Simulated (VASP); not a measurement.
Crystal: AlN.

```
Al N
1.0
     3.11300    0.00000    0.00000
    -1.55650    2.69594    0.00000
     0.00000    0.00000    4.98100
Al N
2 2
Direct
  0.33333 0.66667 0.00000
  0.66667 0.33333 0.50000
  0.33333 0.66667 0.38000
  0.66667 0.33333 0.88000
```

| Quantity | Value |
| --- | --- |
| Program | VASP 6.6.1 |
| Task | relaxation of cell and atoms |
| Functional | PBE |
| Potentials or basis | VASP PAW PBE potentials, release 64 (Al, N) |
| Cutoff | 520 eV |
| k mesh | 12 × 12 × 6 |
| Occupations | gaussian, width 0.02 eV |
| Spin | no spin polarisation |

At the start: pressure 3.5 GPa; volume 10.45 Å³/atom.

Task: Where does the relaxation end?

Result: Over 8 steps the energy falls by 2.2 meV/atom and the volume is 10.63 Å³/atom (+1.7 %); space group P6_3mc (No. 186, to 0.05 Å).

The path:
```tsv
step	energy change (eV)	largest force (eV/Å)	pressure (GPa)	volume (Å³)
1	0.0000	0.1289	3.46	41.80
2	-0.0018	0.0914	-2.90	43.18
3	-0.0088	0.0039	0.00	42.52
4	-0.0088	0.0061	0.07	42.51
5	-0.0088	0.0065	0.05	42.51
6	-0.0088	0.0068	0.04	42.51
7	-0.0088	0.0016	-0.03	42.53
8	-0.0088	0.0007	0.00	42.52
```

Final structure:
```
Al N
1.0
     3.12858    0.00000    0.00000
    -1.56429    2.70943    0.00000
     0.00000    0.00000    5.01642
Al N
2 2
Direct
  0.33333 0.66667 0.99926
  0.66667 0.33333 0.49926
  0.33333 0.66667 0.38074
  0.66667 0.33333 0.88074
```
